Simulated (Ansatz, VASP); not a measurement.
**Zn10In18Sn11O59 (amorphous 30In2O3-33ZnO-37SnO2 (mol %)): VASP beside Ansatz**

One calculation is typed for both programs; each brings its own data sets. How far apart do they land? Of the first pair: The structure shown is the start of the Ansatz relaxation below; VASP solves that cell, so the two are compared at the walk's first step.

Calculated with Ansatz 0.2.0; plane waves, with VASP 6.6.1 beside it; single point at PBE.

### 1. The starting structure

The cell holds 98 atoms: 18 In, 10 Zn, 11 Sn and 59 O. Cell: a = 11.286 Å, b = 10.873 Å, c = 11.061 Å, α = 90.0°, β = 88.2°, γ = 89.7°. As first built, before any earlier steps moved the atoms (in the runner's words): 98 atoms (18 Sc, 10 Zn, 11 Sn, 59 O) placed at random at 4.81 g/cm^3, melted at 5000 K for 10 ps at fixed volume with the Morse and Coulomb pair potential with partial charges (Pedone, Malavasi, Menziani, Cormack and Segre, J. Phys. Chem. B 110, 11780 (2006)). Quenched from 5000 K to 300 K at 100 K/ps and fixed volume, held 10 ps at zero pressure, then minimised at fixed cell. Then Sc was replaced by In and the cell scaled by 1.022 (the potential has no terms for the new elements, so the cell is a start for a DFT relaxation).

### 2. Ansatz: relaxation, PBE

Ansatz runs on its PAW soft_1 files.

The two programs are compared at the cell with which this relaxation starts, whose forces are those of its first step.

Contents of input.yaml:

```yaml
crystal:
  lattice:
    - [11.28467, 0.02625, 0.17432]
    - [0.02625, 10.87255, -0.00431]
    - [0.17432, -0.00431, 11.05918]
  atoms:
    - { symbol: In, position: [0.18179, 0.99805, 0.19805] }
    - { symbol: In, position: [0.25004, 0.0929, 0.86037] }
    - { symbol: In, position: [0.70728, 0.1836, 0.53062] }
    - { symbol: In, position: [0.77009, 0.29743, 0.01042] }
    - { symbol: In, position: [0.81067, 0.51597, 0.27946] }
    - { symbol: In, position: [0.42321, 0.14983, 0.58593] }
    - { symbol: In, position: [0.46001, 0.01889, 0.29196] }
    - { symbol: In, position: [0.61493, 0.60593, 0.07749] }
    - { symbol: In, position: [0.10627, 0.67599, 0.43699] }
    - { symbol: In, position: [0.16278, 0.80815, 0.91365] }
    - { symbol: In, position: [0.46542, 0.8454, 0.03473] }
    - { symbol: In, position: [0.29428, 0.7084, 0.21543] }
    - { symbol: In, position: [0.85195, 0.70348, 0.5757] }
    - { symbol: In, position: [0.70728, 0.86358, 0.27223] }
    - { symbol: In, position: [0.27539, 0.52255, 0.92937] }
    - { symbol: In, position: [0.1834, 0.38151, 0.67942] }
    - { symbol: In, position: [0.7064, 0.00938, 0.77384] }
    - { symbol: In, position: [0.974, 0.77416, 0.15157] }
    - { symbol: Zn, position: [0.91409, 0.98088, 0.49816] }
    - { symbol: Zn, position: [0.58284, 0.09222, 0.02152] }
    - { symbol: Zn, position: [0.92598, 0.42979, 0.55001] }
    - { symbol: Zn, position: [0.05725, 0.30395, 0.95623] }
    - { symbol: Zn, position: [0.62181, 0.66558, 0.79085] }
    - { symbol: Zn, position: [0.43128, 0.90296, 0.76965] }
    - { symbol: Zn, position: [0.99776, 0.15727, 0.68535] }
    - { symbol: Zn, position: [0.97271, 0.01976, 0.95585] }
    - { symbol: Zn, position: [0.32042, 0.43537, 0.40792] }
    - { symbol: Zn, position: [0.811, 0.79583, 0.91514] }
    - { symbol: Sn, position: [0.50186, 0.34318, 0.81268] }
    - { symbol: Sn, position: [0.16929, 0.89419, 0.62712] }
[... 62 atom lines left out ...]
    - { symbol: O, position: [0.63408, 0.22889, 0.89765] }
    - { symbol: O, position: [0.38378, 0.20741, 0.78137] }
    - { symbol: O, position: [0.19539, 0.5328, 0.5515] }
    - { symbol: O, position: [0.55379, 0.96926, 0.88511] }
    - { symbol: O, position: [0.96933, 0.57442, 0.16217] }
    - { symbol: O, position: [0.75224, 0.68817, 0.19633] }
kpoints:
  mp_grid: { grid: [1, 1, 1] }
hamiltonian:
  xc: pbe
  pseudopotentials: { kind: paw, azcp: { folder: soft_1 } }
scf:
  occupations: { method: gaussian, width: 0.05 }
output:
  forces: true
  eigenvalues: true
  stress: true
relax:
  f_tol: 0.05
  max_steps: 70
```

Command:

```console
ansatz run input.yaml --threads 4 --pin off --max-ram 8192MiB --backend cpu --events-out ev --progress --plain --runs-dir out
```

Numbers of over 12 decimals in the logs are rounded to 6 here.

The log of the run:

```text
Warning: output.stress: scf.convergence.dr2_threshold = 1e-7 eV (the SCF's general default) is looser than the 9.8e-9 eV advised for a printed stress (1e-10 eV for each atom of the cell: 98). What an SCF threshold leaves in a stress goes as its square root, and in the free energy as the threshold itself, and one threshold admits the most on a small cell: [figures from the program's tests cut] Every solve of this run  [...]
Engine: ansatz 0.2.0, aarch64-unknown-linux-gnu
Pseudopotentials: kind: paw
Pseudopotential: In, paw, valence charge 13, recommended cutoff 420 eV (normal), soft_1/In.paw.azcp
Pseudopotential: Zn, paw, valence charge 12, recommended cutoff 420 eV (normal), soft_1/Zn.paw.azcp
Pseudopotential: Sn, paw, valence charge 14, recommended cutoff 420 eV (normal), soft_1/Sn.paw.azcp
Pseudopotential: O, paw, valence charge 6, recommended cutoff 420 eV (normal), soft_1/O.paw.azcp
Functional definition: PBE
  parameter kappa = 0.804
  parameter beta = 0.066725
  exchange = pbe_x(kappa = kappa, mu = beta*pi^2/3)
  correlation = pbe_c(beta = beta)
Crystal: 98 atoms, lattice volume = 1356.547 Å³
Basis set: ecut = 420 eV, 26507 PW (Γ), exchange–correlation on 160×150×150 points (8 copies of the dense FFT grid, shifted against one another)
Bands: 529, of which v1, the nominal top of the filled ones, is band 431 counted from 1 (430 counted from 0)
Symmetry: 1 space group operations
Space group: P1 (ITA 1), of the structure as read, at distance tolerance 1.1e-4 Å
k-points: 1
Non-local potential: In, projectors of the file, l = 0: 2, l = 1: 2, l = 2: 2, l = 3: 1
Non-local potential: Zn, projectors of the file, l = 0: 2, l = 1: 2, l = 2: 3, l = 3: 1
Non-local potential: Sn, projectors of the file, l = 0: 2, l = 1: 2, l = 2: 2, l = 3: 1
Non-local potential: O, projectors of the file, l = 0: 2, l = 1: 2, l = 2: 1
PAW form: soft (Blöchl's): semilocal exchange-correlation on the pseudo side does not see the compensation charge
PAW one-centre angular grid: In, 590 points (default); XC on 64 Gauss nodes
PAW one-centre angular grid: Zn, 590 points (default); XC on 64 Gauss nodes
PAW one-centre angular grid: Sn, 590 points (default); XC on 64 Gauss nodes
PAW one-centre angular grid: O, 110 points (default); XC on 64 Gauss nodes
Initial density: superposition of atomic densities (chi_scale 0.1, normalization cell, long waves kept (reshape's long-wave potential 0.68 eV rms))
Initial wavefunctions: pseudopotential atomic-orbital guess
Functional: x = pbe(κ = 0.804, μ = 0.219515), c = pbe(β = 0.066725)
SCF iter   1: F=—  HF=-233708.294965 eV  |F-HF|=—  |Δ(HF+E_count)|=         —  Δρ=7.58e-2  dr2=7.91e1  ethr=3.10e-3  ⟨swp⟩=6.0  Hψ=2151  notcnv=0  defer=15
preconditioner: auto → LDOS  [insulator: Δε(μ)=0.062 eV  Ē_g=16.345 eV  σ=0.050 eV  W_gap=0.62  n_scr=372 (ndim 8)  ℏωp=29.6 eV  f_vac=0.027  D(μ)=31.06/eV (n_scr^D=184)  ε∞_Penn≈4.3  β→1.0]
SCF iter   2: F=—  HF=-233716.067939 eV  |F-HF|=—  |Δ(HF+E_count)|=    7.77e0  Δρ=1.04e-1  dr2=1.07e2  ethr=3.10e-3  ⟨swp⟩=3.0  Hψ=1127  notcnv=0  defer=92
preconditioner: auto → Resta (q_TF=auto, 2.530 Å⁻¹)  ε∞=4.8  [insulator: Δε(μ)=0.351 eV  Ē_g=15.166 eV  σ=0.050 eV  W_gap=1.00  n_scr=372 (ndim 8)  ℏωp=29.6 eV  f_vac=0.074  D(μ)=0.00/eV (n_scr^D=0)  ε∞_Penn≈4.8  β→0.5]
SCF iter   3: F=—  HF=-233691.151338 eV  |F-HF|=—  |Δ(HF+E_count)|=    2.49e1  Δρ=2.08e-2  dr2=4.22e0  ethr=3.10e-3  ⟨swp⟩=4.0  Hψ=1193  notcnv=0  defer=91
SCF iter   4: F=—  HF=-233690.437504 eV  |F-HF|=—  |Δ(HF+E_count)|=   7.14e-1  Δρ=9.07e-3  dr2=9.56e-1  ethr=4.90e-4  ⟨swp⟩=2.0  Hψ=934  notcnv=0  defer=91
SCF iter   5: F=—  HF=-233690.410331 eV  |F-HF|=—  |Δ(HF+E_count)|=   2.72e-2  Δρ=3.33e-3  dr2=1.54e-1  ethr=1.11e-4  ⟨swp⟩=3.0  Hψ=664  notcnv=0  defer=91
SCF iter   6: F=—  HF=-233690.432076 eV  |F-HF|=—  |Δ(HF+E_count)|=   2.17e-2  Δρ=1.59e-3  dr2=3.36e-2  ethr=1.79e-5  ⟨swp⟩=2.0  Hψ=943  notcnv=0  defer=91
SCF iter   7: F=—  HF=-233690.434829 eV  |F-HF|=—  |Δ(HF+E_count)|=   2.75e-3  Δρ=1.14e-3  dr2=1.82e-2  ethr=3.90e-6  ⟨swp⟩=3.0  Hψ=777  notcnv=0  defer=91
[...]
--- Relaxed structure (13 steps of the walk, 12 accepted, 0 SCFs on fresh bases) ---
  F+E_penalty+E_count = -233690.79698002 eV   max|allowed force component| = 2.995e-2 eV/Å
  atoms:
    - { symbol: In, position: [0.181648, 1.005721, 0.193546] }
    - { symbol: In, position: [0.249233, 0.093013, 0.859189] }
    - { symbol: In, position: [0.709352, 0.178733, 0.536065] }
    - { symbol: In, position: [0.760657, 0.304916, 0.014632] }
    - { symbol: In, position: [0.806150, 0.527998, 0.296658] }
    - { symbol: In, position: [0.426415, 0.152157, 0.583129] }
    - { symbol: In, position: [0.460802, 0.020182, 0.287661] }
    - { symbol: In, position: [0.607116, 0.605266, 0.082806] }
    - { symbol: In, position: [0.110397, 0.675482, 0.437997] }
    - { symbol: In, position: [0.162070, 0.814526, 0.904619] }
    - { symbol: In, position: [0.466860, 0.849939, 0.031235] }
    - { symbol: In, position: [0.290068, 0.715284, 0.209220] }
    - { symbol: In, position: [0.856450, 0.702179, 0.575876] }
    - { symbol: In, position: [0.710687, 0.863344, 0.264808] }
    - { symbol: In, position: [0.264928, 0.522592, 0.928358] }
    - { symbol: In, position: [0.183050, 0.377789, 0.678024] }
    - { symbol: In, position: [0.712972, -0.00374352, 0.768875] }
    - { symbol: In, position: [0.991630, 0.765921, 0.145460] }
    - { symbol: Zn, position: [0.916821, 0.977316, 0.497899] }
    - { symbol: Zn, position: [0.571149, 0.096891, 0.012334] }
    - { symbol: Zn, position: [0.927163, 0.425350, 0.553874] }
    - { symbol: Zn, position: [0.053500, 0.296192, 0.959735] }
    - { symbol: Zn, position: [0.628222, 0.663273, 0.791879] }
    - { symbol: Zn, position: [0.434434, 0.904451, 0.763144] }
    - { symbol: Zn, position: [1.006501, 0.140797, 0.689628] }
    - { symbol: Zn, position: [0.930786, 0.00985422, 1.027375] }
    - { symbol: Zn, position: [0.317861, 0.436597, 0.410222] }
    - { symbol: Zn, position: [0.818062, 0.789207, 0.919662] }
    - { symbol: Sn, position: [0.495019, 0.346612, 0.811961] }
    - { symbol: Sn, position: [0.179095, 0.892836, 0.619928] }
    - { symbol: Sn, position: [0.339106, 0.635976, 0.619818] }
    - { symbol: Sn, position: [0.574960, 0.305047, 0.258253] }
    - { symbol: Sn, position: [0.155522, 0.185268, 0.432543] }
    - { symbol: Sn, position: [0.321951, 0.293749, 0.125901] }
    - { symbol: Sn, position: [0.617914, 0.827511, 0.544726] }
    - { symbol: Sn, position: [0.937681, 0.553764, 0.863161] }
    - { symbol: Sn, position: [0.613429, 0.464515, 0.555964] }
    - { symbol: Sn, position: [0.888957, 0.177139, 0.249518] }
    - { symbol: Sn, position: [0.080963, 0.449215, 0.228557] }
    - { symbol: O, position: [0.788300, 0.850497, 0.458317] }
    - { symbol: O, position: [0.230312, 0.741330, 0.734794] }
    - { symbol: O, position: [0.018565, 0.810322, 0.555803] }
    - { symbol: O, position: [0.599974, 0.017664, 0.609306] }
    - { symbol: O, position: [0.681589, 0.637876, 0.524482] }
    - { symbol: O, position: [0.658060, 0.428195, 0.123795] }
    - { symbol: O, position: [0.914000, 0.558186, 0.685819] }
    - { symbol: O, position: [0.087669, 0.044899, 0.543322] }
    - { symbol: O, position: [0.286294, 0.273808, 0.531122] }
    - { symbol: O, position: [0.114576, 0.224466, 0.803707] }
    - { symbol: O, position: [0.654766, 0.426532, 0.370054] }
    - { symbol: O, position: [0.233528, 0.680030, 0.026709] }
    - { symbol: O, position: [0.206456, 0.561637, 0.302178] }
    - { symbol: O, position: [0.267496, 0.771736, 0.497907] }
    - { symbol: O, position: [0.725034, 0.801470, 0.705768] }
    - { symbol: O, position: [0.871338, 0.913831, 0.180595] }
    - { symbol: O, position: [0.166651, 0.397955, 0.069877] }
    - { symbol: O, position: [0.232566, 0.150377, 0.052774] }
    - { symbol: O, position: [0.822041, 0.101282, 0.400691] }
    - { symbol: O, position: [0.542224, 0.171505, 0.397115] }
    - { symbol: O, position: [0.596030, 0.491344, 0.745954] }
    - { symbol: O, position: [0.327261, 0.918340, 0.911029] }
    - { symbol: O, position: [0.937232, 0.574275, 0.434826] }
    - { symbol: O, position: [0.045723, 0.293292, 0.561831] }
[...]
- { symbol: O, position: [0.768929, 0.360544, 0.566297] }
    - { symbol: O, position: [0.467831, 0.696629, 0.173015] }
    - { symbol: O, position: [0.626157, 0.238449, 0.902985] }
    - { symbol: O, position: [0.382011, 0.207150, 0.778993] }
    - { symbol: O, position: [0.200739, 0.529731, 0.549766] }
    - { symbol: O, position: [0.555932, 0.973171, 0.878496] }
    - { symbol: O, position: [0.964290, 0.575858, 0.171262] }
    - { symbol: O, position: [0.733783, 0.679025, 0.205095] }
```

### 3. VASP: single point, PBE, start cell, pair 1

The same cell, functional, mesh and smearing now go to VASP, with its own data sets.

Lines of VASP's logs that name or quote its potential files are left out, and so is its time.

Contents of INCAR:

```
SYSTEM = Zn10In18Sn11O59
PREC = Accurate
ENCUT = 520
EDIFF = 1E-06
NELM = 120
ISMEAR = 0
SIGMA = 0.05
LREAL = Auto
ALGO = Normal
GGA = PE
NBANDS = 504
LORBIT = 11
LWAVE = .FALSE.
LCHARG = .FALSE.
ISIF = 2
LASPH = .TRUE.
GGA_COMPAT = .FALSE.
EFERMI = MIDGAP
NCORE = 2
```

Contents of POSCAR:

```
Zn10In18Sn11O59
1.0
   11.2846700000      0.0262500000      0.1743200000
    0.0262500000     10.8725500000     -0.0043100000
    0.1743200000     -0.0043100000     11.0591800000
In Zn Sn O
18 10 11 59
Direct
    0.1817932105      0.9980530363      0.1980536908
    0.2500366677      0.0928986064      0.8603724689
    0.7072766096      0.1836019105      0.5306178998
    0.7700868498      0.2974306977      0.0104203374
    0.8106697082      0.5159713587      0.2794608545
    0.4232138138      0.1498283275      0.5859269067
    0.4600143736      0.0188900444      0.2919557969
    0.6149303137      0.6059288830      0.0774937112
    0.1062661703      0.6759862180      0.4369934463
    0.1627800156      0.8081512480      0.9136488709
    0.4654237797      0.8453980273      0.0347323212
    0.2942798646      0.7083990092      0.2154277563
    0.8519503381      0.7034796392      0.5756954869
    0.7072759847      0.8635791339      0.2722290148
    0.2753891427      0.5225523553      0.9293678523
    0.1834035100      0.3815125224      0.6794241001
    0.7063971310      0.0093807168      0.7738368743
    0.9739989287      0.7741593093      0.1515708338
    0.9140907106      0.9808786536      0.4981638145
    0.5828374012      0.0922224566      0.0215203354
    0.9259766355      0.4297854365      0.5500078784
    0.0572485604      0.3039506446      0.9562309736
    0.6218141187      0.6655831384      0.7908519462
    0.4312781548      0.9029616921      0.7696512180
    0.9977607448      0.1572733769      0.6853535430
    0.9727140759      0.0197640821      0.9558504035
    0.3204226303      0.4353667746      0.4079163517
    0.8110013874      0.7958257677      0.9151362259
    0.5018600328      0.3431788157      0.8126818498
    0.1692922980      0.8941930797      0.6271209022
[... 62 atom lines left out ...]
    0.6340826613      0.2288905725      0.8976482188
    0.3837814765      0.2074116407      0.7813683435
    0.1953868968      0.5327957157      0.5514998857
    0.5537923474      0.9692553995      0.8851144849
    0.9693284198      0.5744240399      0.1621731844
    0.7522427700      0.6881734096      0.1963287574
```

Contents of KPOINTS:

```
Automatic mesh
0
Gamma
1 1 1
0 0 0
```

The projector-augmented-wave data sets are In_d, Zn, Sn_d and O (PBE family, release 64).

Command:

```console
mpirun -np 8 vasp_gam
```

The log of the run:

```text
[banner, memory and clock lines left out]
running    8 mpi-ranks, on    1 nodes
[...]
LDA part: xc-table for (Slater+PW92), standard interpolation
 POSCAR, INCAR and KPOINTS ok, starting setup
[...]
entering main loop
       N       E                     dE             d eps       ncg     rms          rms(c)
DAV:   1     0.214261447867E+05    0.21426E+05   -0.35718E+05  1008   0.284E+03
DAV:   2     0.545794041379E+04   -0.15968E+05   -0.15340E+05  1008   0.892E+02
DAV:   3     0.404523140221E+03   -0.50534E+04   -0.47849E+04  1008   0.386E+02
DAV:   4    -0.558745484953E+03   -0.96327E+03   -0.93119E+03  1200   0.169E+02
[...]
DAV:  19    -0.530948088263E+03    0.20234E-05   -0.47030E-05  1152   0.322E-02    0.153E-02
DAV:  20    -0.530948088370E+03   -0.10716E-06   -0.17534E-05  1128   0.178E-02    0.124E-02
DAV:  21    -0.530948089132E+03   -0.76159E-06   -0.82745E-06   848   0.764E-03
   1 F= -.53094809E+03 E0= -.53094808E+03  d E =-.832285E-05
```

From OUTCAR (step 3):

```text
  FREE ENERGIE OF THE ION-ELECTRON SYSTEM (eV)
  ---------------------------------------------------
  free  energy   TOTEN  =      -530.9480891319 eV

  energy  without entropy=     -530.9480808091  energy(sigma->0) =     -530.94808497

[... 1 further part left out ...]
```

The run ends at a pressure of -3.52 GPa, with forces up to 0.22 eV/Å.

### 4. Side by side

Known differences besides the potentials themselves: the cutoff is 420 eV in Ansatz and 520 eV in VASP (PREC = Accurate, projectors in real space). Total energies have different zeros and are not compared.

Forces on 7 of the 98 atoms, those with the largest forces and the largest differences (eV/Å; atoms numbered as in POSCAR):

| atom | Ansatz x, y, z | VASP x, y, z |
| --- | --- | --- |
| In6 | -0.023, 0.128, 0.157 | -0.018, 0.089, 0.147 |
| O53 | -0.168, -0.101, 0.187 | -0.135, -0.080, 0.147 |
| O65 | 0.053, -0.158, -0.124 | 0.013, -0.070, -0.112 |
| O77 | 0.011, -0.199, -0.047 | 0.003, -0.162, -0.044 |
| O85 | 0.187, 0.040, 0.130 | 0.136, 0.040, 0.134 |
| O89 | 0.090, 0.180, -0.062 | 0.046, 0.088, -0.037 |
| O90 | 0.191, 0.048, 0.040 | 0.162, 0.045, 0.024 |

The forces differ by 18 meV/Å r.m.s., which is 32.3 % of the r.m.s. force of 0.056 eV/Å (both taken over all components).

(Continued in part 2 of 2.)

[Lines on the potential files, build, host, timing and source positions are cut from VASP's logs without a mark.]

[Logs are printed without paths, hosts, clocks, repeated set-up lines and the standing remarks that a program may print on its own settings, such as how far it seeks lower states.]

[Hosts, paths, dates, database ids (printed as entryN), source tags and the programs' standing remarks are cut or masked in the printed files.]
